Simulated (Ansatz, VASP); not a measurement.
## ZnP2C (CuAu-ordered zincblende type (invented)) in two plane-wave programs

One calculation is typed for both programs; each brings its own data sets. How far apart do they land? The cell is generated by rule, not measured, and may not be a known phase. The cell is taken from a series of runs on this material, whose earlier steps may have relaxed, scaled, displaced or heated it; both programs get it as it stands.

Method: plane waves, with VASP 6.6.1 beside it; relaxation of cell and atoms at PBE, in Ansatz 0.2.0.

### Step 1. The starting structure

Symmetry: P-4m2, No. 115, tetragonal system. Conventional cell: a = 3.316 Å, b = 3.316 Å, c = 5.310 Å, α = 90.00°, β = 90.00°, γ = 90.00°. Zn has 4 P at 2.32 Å nearest. Nearest to C lie 4 P at 1.96 Å. Nearest to P lie 2 C at 1.96 Å and 2 Zn at 2.32 Å. Farther neighbours are not listed.

Structure file:

```cif
data_structure
_symmetry_space_group_name_H-M 'P 1'
_symmetry_Int_Tables_number 1
_cell_length_a 3.3165
_cell_length_b 3.3165
_cell_length_c 5.3098
_cell_angle_alpha 90.000
_cell_angle_beta 90.000
_cell_angle_gamma 90.000
_cell_volume 58.40
loop_
_atom_site_label
_atom_site_type_symbol
_atom_site_fract_x
_atom_site_fract_y
_atom_site_fract_z
_atom_site_occupancy
Zn1 Zn 0.00000 0.00000 0.00000 1
C2 C 0.50000 0.50000 0.50000 1
P3 P 0.00000 0.50000 0.30478 1
P4 P 0.50000 0.00000 0.69522 1
```

### Step 2. VASP: relaxation of cell and atoms, PBE

The relaxed volume is the usual yardstick between codes: in a stiff, nearly cubic crystal its relative difference is about their pressure difference at one cell divided by the bulk modulus.

Lines of VASP's logs that name or quote its potential files are left out, and so is its time.

File INCAR:

```
SYSTEM = ZnP2C
PREC = Accurate
ENCUT = 600
EDIFF = 1E-07
NELM = 120
ISMEAR = 0
SIGMA = 0.1
LREAL = .FALSE.
ALGO = Normal
GGA = PE
NBANDS = 19
LORBIT = 11
LWAVE = .FALSE.
LCHARG = .FALSE.
ISIF = 3
IBRION = 2
NSW = 80
EDIFFG = -0.005
LASPH = .TRUE.
GGA_COMPAT = .FALSE.
NELMIN = 4
```

File POSCAR:

```
ZnP2C
1.0
    3.3164880000      0.0000000000      0.0000000000
    0.0000000000      3.3164880000      0.0000000000
    0.0000000000      0.0000000000      5.3097540000
Zn C P
1 1 2
Direct
    0.0000000000      0.0000000000      0.0000000000
    0.5000000000      0.5000000000      0.5000000000
    0.0000000000      0.5000000000      0.3047817281
    0.5000000000      0.0000000000      0.6952184602
```

File KPOINTS:

```
Automatic mesh
0
Gamma
12 12 8
0 0 0
```

Potentials, in the order of the species: Zn, C and P (PBE family, release 64).

Run with:

```sh
$ mpirun -np 1 vasp_std
```

Numbers of over 12 decimals in the logs are rounded to 6 here.

Log:

```text
[banner, memory and clock lines left out]
running    1 mpi-ranks, on    1 nodes
 distrk:  each k-point on    1 cores,    1 groups
 distr:  one band on    1 cores,    1 groups

 POSCAR found type information on POSCAR ZnC P
 POSCAR found :  3 types and       4 ions
 LDA part: xc-table for (Slater+PW92), standard interpolation
 POSCAR, INCAR and KPOINTS ok, starting setup
 FFT: planning ... GRIDC
 FFT: planning ... GRID_SOFT
 FFT: planning ... GRID
 WAVECAR not read
 entering main loop
       N       E                     dE             d eps       ncg     rms          rms(c)
DAV:   1     0.157574526193E+03    0.15757E+03   -0.13690E+04  5320   0.170E+03
DAV:   2    -0.588208523284E+01   -0.16346E+03   -0.15741E+03  5587   0.330E+02
DAV:   3    -0.197593365038E+02   -0.13877E+02   -0.13634E+02  6716   0.926E+01
DAV:   4    -0.201010659699E+02   -0.34173E+00   -0.33822E+00  6716   0.132E+01
DAV:   5    -0.201063295868E+02   -0.52636E-02   -0.52595E-02  6640   0.176E+00    0.102E+01
DAV:   6    -0.191998868606E+02    0.90644E+00   -0.49949E+00  8124   0.553E+01    0.673E+00
DAV:   7    -0.191174963589E+02    0.82391E-01   -0.11177E+00  6404   0.159E+01    0.355E+00
DAV:   8    -0.191082751596E+02    0.92212E-02   -0.19720E-01  6534   0.314E+00    0.746E-01
DAV:   9    -0.191044733828E+02    0.38018E-02   -0.21765E-02  6774   0.105E+00    0.281E-01
DAV:  10    -0.191044881067E+02   -0.14724E-04   -0.43920E-03  6817   0.550E-01    0.151E-01
DAV:  11    -0.191044965202E+02   -0.84136E-05   -0.12763E-03  7060   0.247E-01    0.302E-02
DAV:  12    -0.191044951146E+02    0.14057E-05   -0.14477E-04  6352   0.846E-02    0.177E-02
DAV:  13    -0.191045018590E+02   -0.67444E-05   -0.29549E-05  6744   0.369E-02    0.110E-02
DAV:  14    -0.191045023385E+02   -0.47947E-06   -0.80728E-06  6793   0.191E-02    0.165E-03
DAV:  15    -0.191045023988E+02   -0.60312E-07   -0.10331E-06  6955   0.173E-02    0.105E-03
DAV:  16    -0.191045023743E+02    0.24428E-07   -0.85149E-08  3388   0.383E-03
   1 F= -.19104502E+02 E0= -.19100728E+02  d E =-.191045E+02
[...]
2 F= -.19108220E+02 E0= -.19104431E+02  d E =-.371810E-02
[...]
3 F= -.19108514E+02 E0= -.19104718E+02  d E =-.401137E-02
[...]
4 F= -.19108514E+02 E0= -.19104718E+02  d E =-.401145E-02
[...]
5 F= -.19108604E+02 E0= -.19104785E+02  d E =-.899641E-04
[...]
6 F= -.19108619E+02 E0= -.19104785E+02  d E =-.104816E-03
 curvature:  -0.93 expect dE=-0.295E-04 dE for cont linesearch -0.292E-07
 trial: gam= 0.25258 g(F)=  0.143E-05 g(S)=  0.303E-04 ort =-0.200E-05 (trialstep = 0.122E+01)
 search vector abs. value=  0.389E-04
 bond charge predicted
       N       E                     dE             d eps       ncg     rms          rms(c)
DAV:   1    -0.191088105022E+02   -0.19180E-03   -0.32771E-03  6887   0.969E-01    0.104E-01
DAV:   2    -0.191086660778E+02    0.14442E-03   -0.79968E-04  6526   0.744E-01    0.439E-02
DAV:   3    -0.191086433714E+02    0.22706E-04   -0.57410E-05  7055   0.146E-01    0.234E-02
DAV:   4    -0.191086353514E+02    0.80200E-05   -0.13989E-05  6968   0.566E-02    0.660E-03
DAV:   5    -0.191086352023E+02    0.14904E-06   -0.15176E-06  7074   0.134E-02    0.331E-03
DAV:   6    -0.191086353210E+02   -0.11868E-06   -0.54037E-07  5420   0.572E-03    0.858E-04
DAV:   7    -0.191086353020E+02    0.19057E-07   -0.31940E-08  2918   0.353E-03
   7 F= -.19108635E+02 E0= -.19104792E+02  d E =-.166630E-04
 trial-energy change:   -0.000017  1 .order   -0.000013   -0.000038    0.000013
 step:   0.9978(harm=  0.9114)  dis= 0.00010  next Energy=   -19.108636 (dE=-0.178E-04)
 reached required accuracy - stopping structural energy minimisation
```

OUTCAR, selected parts (step 2):

```text
ion  position               nearest neighbor table
   1  0.000  0.000  0.000-   4 2.32   4 2.32   3 2.32   3 2.32
   2  0.500  0.500  0.500-   3 1.96   3 1.96   4 1.96   4 1.96
   3  0.000  0.500  0.305-   2 1.96   2 1.96   1 2.32   1 2.32
   4  0.500  0.000  0.695-   2 1.96   2 1.96   1 2.32   1 2.32

  LATTYP: Found a simple tetragonal cell.
 ALAT       =     3.3164880000
 C/A-ratio  =     1.6010171000

 Subroutine GETGRP returns: Found  8 space group operations
 (whereof  8 operations were pure point group operations)

The static configuration has the point symmetry D_2d.

 Found    140 irreducible k-points:

   k-points           NKPTS =    140   k-points in BZ     NKDIM =    140   number of bands    NBANDS=     19

   dimension x,y,z NGX =    28 NGY =   28 NGZ =   42
   dimension x,y,z NGXF=    56 NGYF=   56 NGZF=   84

   ENCUT  =  600.0 eV  44.10 Ry    6.64 a.u.   6.62  6.62 10.60*2*pi/ulx,y,z

   NELECT =      26.0000    total number of electrons

 k-points in reciprocal lattice and weights: Automatic mesh
   0.00000000  0.00000000  0.00000000       0.001
   0.08333333  0.00000000  0.00000000       0.003
   0.16666667  0.00000000  0.00000000       0.003
   0.25000000  0.00000000  0.00000000       0.003
   0.33333333  0.00000000  0.00000000       0.003
   0.41666667  0.00000000  0.00000000       0.003
   0.50000000  0.00000000  0.00000000       0.002
   0.08333333  0.08333333  0.00000000       0.003
   0.16666667  0.08333333  0.00000000       0.007
[...]
0.50000000  0.41666667  0.50000000       0.003
   0.50000000  0.50000000  0.50000000       0.001

 average (electrostatic) potential at core
       1 -33.8004       2 -50.4914       3 -83.3107       4 -83.3107

 E-fermi :   6.4965

 k-point     1 :       0.0000    0.0000    0.0000
  band No.  band energies     occupation
    ...
      9       0.7325      2.00000
     10       0.7325      2.00000
     11       4.8862      2.00000
     12       5.3511      2.00000
     13       6.2270      1.99986
     14       7.1062      0.00000
     15       7.1062      0.00000
     16       9.5747      0.00000
     17       9.5747      0.00000
     18      10.6757      0.00000
    ...

 k-point     2 :       0.0833    0.0000    0.0000
  band No.  band energies     occupation
    ...
      9       0.3876      2.00000
     10       0.7767      2.00000
     11       4.6665      2.00000
     12       5.5922      2.00000
     13       6.4714      1.27734
     14       6.7245      0.00126
     15       7.0857      0.00000
     16       9.3575      0.00000
     17       9.6315      0.00000
     18      10.8995      0.00000
    ...

 k-point     3 :       0.1667    0.0000    0.0000
  band No.  band energies     occupation
    ...
      9      -0.2083      2.00000
     10       0.9014      2.00000
     11       4.0169      2.00000
     12       5.5175      2.00000
     13       5.9145      2.00000
     14       7.0169      0.00000
     15       7.7449      0.00000
     16       9.1199      0.00000
     17       9.7942      0.00000
     18      11.2323      0.00000
    ...

  Total        0.0038388      0.0038388      0.0150659      0.0000000      0.0000000      0.0000000
  in kB        0.1054357      0.1054357      0.4137918      0.0000000      0.0000000      0.0000000
  external PRESSURE =       0.2082211 kB  Pullay stress =       0.0000000 kB

  energy-cutoff  :      600.00
  volume of cell :       58.33
      direct lattice vectors                 reciprocal lattice vectors
     3.318669514  0.000000000  0.000000000     0.301325575  0.000000000  0.000000000
     0.000000000  3.318669514  0.000000000     0.000000000  0.301325575  0.000000000
     0.000000000 -0.000000000  5.296571044     0.000000000 -0.000000000  0.188801395

 POSITION                                       TOTAL-FORCE (eV/Angst)
 -----------------------------------------------------------------------------------
      0.00000      3.31867      0.00000        -0.000000      0.000000      0.000000
      1.65933      1.65933      2.64829        -0.000000     -0.000000      0.000000
      0.00000      1.65933      1.59764        -0.000000      0.000000     -0.000569
      1.65933     -0.00000      3.69893         0.000000     -0.000000      0.000569
 -----------------------------------------------------------------------------------
    total drift:                               -0.000000      0.000000     -0.000116

  FREE ENERGIE OF THE ION-ELECTRON SYSTEM (eV)
  ---------------------------------------------------
  free  energy   TOTEN  =       -19.1086353020 eV

  energy  without entropy=      -19.1009491107  energy(sigma->0) =      -19.10479221

 reached required accuracy - stopping structural energy minimisation

 total charge
# of ion       s       p       d       tot
------------------------------------------
    1        0.610   0.648   9.745  11.003
    2        0.858   1.434   0.000   2.292
    3        1.023   1.446   0.000   2.469
    4        1.023   1.446   0.000   2.469
--------------------------------------------------
tot          3.514   4.974   9.745  18.232

[... 3 further parts left out ...]
```

### Step 3. Ansatz: relaxation of cell and atoms, PBE

Ansatz runs on its default PAW (the set named soft_2) files.

The same cell, functional, mesh and smearing now go to Ansatz, which takes its cutoff from its data sets.

File input.yaml:

```yaml
crystal:
  lattice:
    - [3.3164884549, 0.0, 0.0]
    - [0.0, 3.3164884549, 0.0]
    - [0.0, 0.0, 5.309754459]
  atoms:
    - { symbol: Zn, position: [0.0, 0.0, 0.0] }
    - { symbol: C, position: [0.5, 0.5, 0.5] }
    - { symbol: P, position: [0.0, 0.5, 0.3047816241] }
    - { symbol: P, position: [0.5, 0.0, 0.6952183759] }
kpoints:
  mp_grid: { grid: [12, 12, 8] }
hamiltonian:
  xc: pbe
scf:
  occupations: { method: gaussian, width: 0.1 }
output:
  forces: true
  stress: true
  eigenvalues: true
relax:
  adjacent_minimum: "off"
  f_tol: 0.005
  max_steps: 80
  cell: { stress_tol: 0.05 }
```

Run with:

```sh
$ ansatz run input.yaml --threads 2 --pin off --max-ram 5120MiB --backend cpu --events-out ev --progress --plain --runs-dir out
```

Log:

```text
Engine: ansatz 0.2.0, aarch64-unknown-linux-gnu
Pseudopotentials: kind: paw
Pseudopotential: Zn, paw, valence charge 12, recommended cutoff 420 eV (normal), Zn.paw.azcp
Pseudopotential: C, paw, valence charge 4, recommended cutoff 420 eV (normal), C.paw.azcp
Pseudopotential: P, paw, valence charge 5, recommended cutoff 420 eV (normal), P.paw.azcp
Functional definition: PBE
  parameter kappa = 0.804
  parameter beta = 0.066725
  exchange = pbe_x(kappa = kappa, mu = beta*pi^2/3)
  correlation = pbe_c(beta = beta)
Crystal: 4 atoms, lattice volume = 58.402 Å³
Basis set: ecut = 420 eV, 1153 PW (Γ), exchange–correlation on 48×48×72 points (8 copies of the dense FFT grid, shifted against one another)
Bands: 17, of which v1, the nominal top of the filled ones, is band 13 counted from 1 (12 counted from 0)
Symmetry: 8 space group operations
Space group: P-4m2 (ITA 115), of the structure as read, at distance tolerance 3.9e-5 Å
k-points: 140 of 1152 (time reversal used)
Non-local potential: Zn, projectors of the file, l = 0: 2, l = 1: 2, l = 2: 3, l = 3: 1
Non-local potential: C, projectors of the file, l = 0: 2, l = 1: 2, l = 2: 1
Non-local potential: P, projectors of the file, l = 0: 2, l = 1: 2, l = 2: 2
PAW form: soft (Blöchl's): semilocal exchange-correlation on the pseudo side does not see the compensation charge
PAW one-centre angular grid: Zn, 590 points (default); XC on 64 Gauss nodes
PAW one-centre angular grid: C, 110 points (default); XC on 64 Gauss nodes
PAW one-centre angular grid: P, 110 points (default); XC on 64 Gauss nodes
Initial density: superposition of atomic densities (neutral atoms: chi_scale 0, normalization atom), corrected by the library's trained network
Initial wavefunctions: pseudopotential atomic-orbital guess
Functional: x = pbe(κ = 0.804, μ = 0.219515), c = pbe(β = 0.066725)
SCF iter   1: F=—  HF=-5079.365241 eV  |F-HF|=—  |Δ(HF+E_count)|=         —  Δρ=5.64e-3  dr2=2.70e-2  ethr=1.77e-3  ⟨swp⟩=6.5  Hψ=14585  notcnv=0
preconditioner: auto → Kerker (q_TF=auto, 2.384 Å⁻¹)  [metal: Δε(μ)=0.012 eV  Ē_g=9.985 eV  σ=0.100 eV  W_gap=0.07  n_scr=16 (ndim 8)  ℏωp=24.8 eV  f_vac=0.000  D(μ)=1.54/eV (n_scr^D=6)]
SCF iter   2: F=—  HF=-5079.361850 eV  |F-HF|=—  |Δ(HF+E_count)|=   3.39e-3  Δρ=2.46e-3  dr2=3.22e-3  ethr=1.04e-4  ⟨swp⟩=1.8  Hψ=3728  notcnv=0
SCF iter   3: F=—  HF=-5079.361775 eV  |F-HF|=—  |Δ(HF+E_count)|=   7.47e-5  Δρ=1.33e-3  dr2=1.17e-3  ethr=1.24e-5  ⟨swp⟩=2.3  Hψ=3878  notcnv=0
SCF iter   4: F=—  HF=-5079.361786 eV  |F-HF|=—  |Δ(HF+E_count)|=   1.06e-5  Δρ=7.84e-4  dr2=2.40e-4  ethr=4.49e-6  ⟨swp⟩=2.0  Hψ=3797  notcnv=0
SCF iter   5: F=—  HF=-5079.361737 eV  |F-HF|=—  |Δ(HF+E_count)|=   4.85e-5  Δρ=1.88e-4  dr2=2.32e-5  ethr=9.23e-7  ⟨swp⟩=2.2  Hψ=3985  notcnv=0
SCF iter   6: F=—  HF=-5079.361761 eV  |F-HF|=—  |Δ(HF+E_count)|=   2.36e-5  Δρ=6.26e-5  dr2=2.49e-6  ethr=8.91e-8  ⟨swp⟩=2.1  Hψ=4239  notcnv=0
SCF iter   7: F=—  HF=-5079.361762 eV  |F-HF|=—  |Δ(HF+E_count)|=   1.17e-6  Δρ=1.99e-5  dr2=1.93e-7  ethr=9.57e-9  ⟨swp⟩=2.0  Hψ=4249  notcnv=0
SCF iter   8: F=-5079.361762 eV  HF=-5079.361762 eV  |F-HF|=6.80e-9  |Δ(HF+E_count)|=   2.79e-8  Δρ=4.58e-6  dr2=1.21e-8  ethr=3.85e-10  ⟨swp⟩=6.8  Hψ=11772  notcnv=0
SCF 1 converged in 8 iterations: F = -5079.361762 eV  dr2 = 1.21e-8
  greatest PAW one-centre occupation: 0.983 electrons in one spin orbital (limit 2), on the Zn atom at site 0 (counted from 0), in its partial waves of l = 2
relax step   1: F+E_penalty+E_count = -5079.36176228 eV  Δ(F+E_penalty+E_count) = +0.000e0 eV  max|allowed force component| = 2.823e-1 eV/Å  Δτ_max = 0.0000 Å  P = -0.072 GPa  Ω = 58.402 Å³  (8 SCF iters, dr2 threshold 1.00e-7 eV, accepted)
[...]
relax step   2: F+E_penalty+E_count = -5079.36558152 eV  Δ(F+E_penalty+E_count) = -3.819e-3 eV  max|allowed force component| = 1.295e-1 eV/Å  Δτ_max = 0.0098 Å  P = +0.055 GPa  Ω = 58.309 Å³  energy of the carried Pulay correction = +8.255e-5 eV  (6 SCF iters, dr2 threshold 4.00e-7 eV, accepted)
[...]
relax step   3: F+E_penalty+E_count = -5079.36737144 eV  Δ(F+E_penalty+E_count) = -1.790e-3 eV  max|allowed force component| = 6.082e-3 eV/Å  Δτ_max = 0.0090 Å  P = -0.018 GPa  Ω = 58.362 Å³  energy of the carried Pulay correction = +3.553e-5 eV  (6 SCF iters, dr2 threshold 4.00e-7 eV, accepted)
[...]
relax step   4: F+E_penalty+E_count = -5079.36745015 eV  Δ(F+E_penalty+E_count) = -7.871e-5 eV  max|allowed force component| = 1.900e-4 eV/Å  Δτ_max = 0.0008 Å  P = +0.006 GPa  Ω = 58.357 Å³  energy of the carried Pulay correction = +4.033e-5 eV  (5 SCF iters, dr2 threshold 8.09e-8 eV, accepted)
[...]
relax step   5: F+E_penalty+E_count = -5079.36739694 eV  Δ(F+E_penalty+E_count) = +5.321e-5 eV  max|allowed force component| = 2.406e-4 eV/Å  Δτ_max = 0.0000 Å  P = +0.006 GPa  Ω = 58.357 Å³  stress off target by 1.07e-2 GPa  SCF on the basis re-selected at this cell (its energy is not comparable with the rows above)  (6 SCF iters)
basis re-selected at this cell: Δ(F+E_penalty+E_count) = +5.321e-5 eV, ΔP = -0.001 GPa vs the last step (what re-selecting the basis moved, of the pressure what is left beyond the Pulay correction that the steps carried, after the strain that the cell walked since its last selection, with what the two solves' SCF thresholds leave and, on support functions, any second-order correction that the steps lacked; it is no m [...]
SCF converged after 6 iterations
Free energy (F): -5079.367397 eV
Harris-Foulkes:  -5079.367397 eV  (|F-HF|=9.09e-13)
Internal energy: -5079.359682 eV  (E = F + TS)
E sigma→0 (E₀):  -5079.363539 eV
Entropy (-TS):   -0.007715 eV (-1.929 meV/atom)
Fermi energy:    9.582404 eV
--- Per-component energies (eV) ---
  E_band       = 54.837354
  E_kinetic    = 359.383745
  E_local      = -2094.281189  (includes V_loc(G=0)·N_el)
  E_nonlocal   = 702.190935
  E_hartree    = 865.150377
  E_xc         = -309.395016
  E_vxc        = -234.630896  (∫ρ·V_xc dr)
  E_paw        = -3059.393112  (= ΣΔE_a)
  E_vpaw       = -408.125601  (= ΣTr[D̂ρ^β])
  E_aug_tail   = -0.000362  (compensation charges beyond the density's cutoff)
  E_ewald      = -1543.015059
  E_smearing   = -0.007715  (= −TS)
  E_closure    = 0.000000  (closes the sum)
  Σ components = -5079.367397   (vs F -5079.367397, Δ=0.00e0)
--- Forces (eV/Å), atoms counted from 1 ---
  atom   1  Zn     0.00000000     0.00000000     0.00000000
  atom   2  C     -0.00000000    -0.00000000     0.00000000
  atom   3  P     -0.00000000    -0.00000000    -0.00024060
  atom   4  P     -0.00000000     0.00000000     0.00024060
  max |Σ_I F_I| component: 2.22e-16 eV/Å
--- Stress (GPa, compression-positive) ---
        0.003202      -0.000000       0.000000
       -0.000000       0.003202       0.000000
        0.000000       0.000000       0.010665
  P = ⅓ Tr σ = 0.0057 GPa (0.057 kbar)
--- Band table (eV; the first three rows and the last of 140) ---
  k-point 0: bands = [... 9 lower, 3.8352, 7.9875, 8.4439, 9.3226, 10.1949, 10.1949, 12.6400, 12.6400]
  k-point 1: bands = [... 9 lower, 3.8664, 7.4131, 8.7528, 9.3317, 9.9890, 9.9890, 12.9336, 12.9336]
  k-point 2: bands = [... 9 lower, 3.9431, 6.4676, 9.0013, 9.3424, 9.5954, 9.5954, 13.5715, 13.5715]
  k-point 139: bands = [... 9 lower, 4.2063, 4.5607, 4.5607, 4.7643, 12.5639, 13.1335, 13.9837, 13.9837]
--- Relaxed structure (4 steps of the walk, 4 accepted, 1 SCFs on fresh bases) ---
  F+E_penalty+E_count = -5079.36739694 eV   max|allowed force component| = 2.406e-4 eV/Å   (the final SCF, on the basis selected at the relaxed cell)
  cell:  # Å, volume = 58.3568 Å³
    - [3.320951, 0, 0]
    - [0, 3.320951, 0.0]
    - [0, 0.0, 5.291350]
  atoms:
    - { symbol: Zn, position: [0, 0, 0.0] }
    - { symbol: C, position: [0.5, 0.5, 0.5] }
    - { symbol: P, position: [0, 0.5, 0.301099] }
    - { symbol: P, position: [0.5, 0, 0.698901] }
```

### Step 4. Comparison

Known differences besides the potentials themselves: the cutoff is 420 eV in Ansatz and 600 eV in VASP; Ansatz adds a Pulay correction to the stress that steers its cell, VASP none. Total energies have different zeros and are not compared.

Both answers:

```tsv
quantity	Ansatz	VASP	difference
volume (Å³)	58.36	58.33	+0.04 %
edge a after relaxation, in the typed setting (Å)	3.321	3.319	+0.07 %
edge c after relaxation, in the typed setting (Å)	5.291	5.297	-0.10 %
```

### Step 5. What came out

```json
{
 "difference in edge c after relaxation, in the typed setting (relaxation of cell and atoms, PBE)": "-0.10 %"
}
```

The difference in edge c after relaxation, in the typed setting is -0.10 % (relaxation of cell and atoms, PBE), within the 1.2 % picked in this series as the mark of a large difference, as far as the stopping tolerances let one tell. 1 further run of this series is not shown here. How closely two codes agree says nothing of how well the functional describes the real material.

[Lines on the potential files, build, host, timing and source positions are cut from VASP's logs without a mark.]

[Logs are printed without paths, hosts, clocks, repeated set-up lines and the standing remarks that a program may print on its own settings, such as how far it seeks lower states.]

[Hosts, paths, dates, database ids (printed as entryN), source tags and the programs' standing remarks are cut or masked in the printed files.]
